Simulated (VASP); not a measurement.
Given:

```xyz
1
Lattice="-2.5599 2.5599 2.5599 2.5599 -2.5599 2.5599 2.5599 2.5599 -2.5599" Properties=species:S:1:pos:R:3 pbc="T T T"
Ba     0.0000     0.0000     0.0000
```

Calculation: PBE GGA, VASP's PBE PAW potentials (set 64) (plane waves; VASP 6.6.1). Run with 300 eV cut-off, 12×12×12 Γ-centred mesh, Fermi-Dirac smearing of 0.050 eV, potentials Ba_sv.

Q: Give the energies of bands 5 to 8 at the high-symmetry points, in eV from the Fermi level.

A: 
```csv
band,Γ,H,N,P
5,-2.71,-0.46,-0.85,0.47
6,1.76,-0.46,0.70,0.47
7,1.76,4.06,1.07,0.47
8,1.76,4.06,3.02,3.46
```

It has no gap at this level: it comes out as a metal or semimetal.

The structure is a typed Ba crystal. The cell was not relaxed at this level.
